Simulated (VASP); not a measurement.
TiRuN2:

```
CELL_PARAMETERS angstrom
1.53000 0.88335 5.73333
-1.53000 0.88335 5.73333
0.00000 -1.76669 5.73333
ATOMIC_POSITIONS crystal
Ti 0.50000 0.50000 0.50000
Ru 0.00000 0.00000 0.00000
N 0.88800 0.88800 0.88800
N 0.11200 0.11200 0.11200
```

The cell was built by a generator and needn't be a form met in nature.

- Program: VASP 6.6.1
- Task: relaxation of cell and atoms
- Functional: PBE
- Potentials or basis: VASP PAW PBE potentials, release 64 (Ti_sv, Ru_pv, N)
- Cutoff: 520 eV
- k mesh: 6 × 6 × 6
- Occupations: gaussian, width 0.15 eV
- Spin: no spin polarisation

At the start: pressure 5.2 GPa; volume 11.62 Å³/atom.

How do energy, volume and symmetry change on relaxing?

Over 8 steps the energy falls by 69.5 meV/atom and the volume is 11.59 Å³/atom (-0.3 %); space group R-3m (No. 166, to 0.05 Å).

Step by step:
```csv
step,energy change (eV),largest force (eV/Å),pressure (GPa),volume (Å³)
1,0.0000,2.0415,5.21,46.49
2,-0.1318,0.6953,-5.18,49.08
3,-0.1649,0.1427,-2.95,48.26
4,-0.2466,0.0501,-1.96,47.40
5,-0.2709,0.3562,-0.34,46.24
6,-0.2746,0.2665,-0.88,46.57
7,-0.2754,0.2659,0.44,46.14
8,-0.2779,0.0002,-0.10,46.34
```

Final structure:
```yaml
crystal:
  lattice:
    - [1.48774, 0.85895, 6.04399]
    - [-1.48774, 0.85895, 6.04399]
    - [0.00000, -1.71790, 6.04399]
  atoms:
    - { symbol: Ti, position: [0.50000, 0.50000, 0.50000] }
    - { symbol: Ru, position: [0.00000, 0.00000, 0.00000] }
    - { symbol: N, position: [0.89471, 0.89471, 0.89471] }
    - { symbol: N, position: [0.10529, 0.10529, 0.10529] }
```

Caveat: the k mesh is coarse (spacing up to 0.40 Å⁻¹), so the values aren't converged.
